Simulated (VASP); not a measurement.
The system is PtSe2 (Sudovikovite).

```xyz
3
Lattice="3.7240 0.0000 0.0000 -1.8620 3.2251 0.0000 0.0000 0.0000 5.0620" Properties=species:S:1:pos:R:3 pbc="T T T"
Pt    0.0000    0.0000    0.0000
Se    0.0000    2.1501    1.2655
Se    1.8620    1.0750    3.7965
```

```yaml
Program: VASP 6.6.1
Task: relaxation of cell and atoms
Functional: PBE
Dispersion: D3(BJ)
Potentials_or_basis: VASP PAW PBE potentials, release 64 (Pt, Se)
Cutoff: 600 eV
k_mesh: 9 × 9 × 5
Occupations: gaussian, width 0.03 eV
Spin: no spin polarisation
```

At the start: pressure 3.5 GPa; volume 20.27 Å³/atom.

Question: How do energy, volume and symmetry change on relaxing?

Answer: Over 20 steps the energy falls by 17.0 meV/atom and the volume is 19.74 Å³/atom (-2.6 %); space group P-3m1 (No. 164, to 0.05 Å).

The path:
```csv
step,energy change (eV),largest force (eV/Å),pressure (GPa),volume (Å³)
1,0.0000,0.6006,3.50,60.80
2,0.0320,0.3870,-5.82,64.77
3,-0.0234,0.1841,-0.55,62.31
4,-0.0234,0.1918,-0.48,62.28
5,-0.0282,0.1640,-0.42,61.93
6,-0.0396,0.0765,-0.22,60.88
7,-0.0415,0.1775,0.61,58.80
8,-0.0449,0.0420,0.19,59.80
9,-0.0491,0.0906,-0.42,59.66
10,-0.0495,0.1121,-0.67,59.60
11,-0.0493,0.0600,0.92,58.67
12,-0.0507,0.0292,0.08,59.15
13,-0.0508,0.0204,-0.01,59.21
14,-0.0509,0.0172,-0.04,59.23
15,-0.0509,0.0155,-0.02,59.24
16,-0.0509,0.0129,-0.08,59.26
17,-0.0509,0.0153,-0.06,59.25
18,-0.0509,0.0123,0.13,59.21
19,-0.0509,0.0006,0.03,59.23
20,-0.0509,0.0018,0.02,59.23
```

Final structure:
```
Pt Se
1.0
     3.76981    0.00000    0.00000
    -1.88491    3.26476    0.00000
     0.00000    0.00000    4.81226
Pt Se
1 2
Direct
  0.00000 0.00000 0.00000
  0.33333 0.66667 0.26664
  0.66667 0.33333 0.73336
```

Caveat: pairwise dispersion overbinds metals, which lowers pressure and volume.
